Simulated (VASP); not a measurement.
Data:

```
GaAs
1.0
    0.00000     2.80282     2.80282
    2.80282     0.00000     2.80282
    2.80282     2.80282     0.00000
Ga As
1 1
Direct
  0.00000   0.00000   0.00000
  0.25000   0.25000   0.25000
```

Method: LDA (Ceperley-Alder, Perdew-Zunger), VASP's LDA PAW potentials (set 64) (plane waves; VASP 6.6.1). Numerical set-up: 400 eV cut-off, 19×19×19 Γ-centred mesh, Gaussian smearing of 0.010 eV, potentials Ga_d As.

Estimate the energy per atom (σ→0), band gap (on the k-mesh) with the smallest direct gap where there is one.

```yaml
band gap (on the k-mesh): 0.53 eV
smallest direct gap (on the k-mesh): 0.53 eV
energy per atom (σ→0): -465.1 kJ/mol of atoms
```

The compound is GaAs in the zinc blende structure. It was relaxed first.
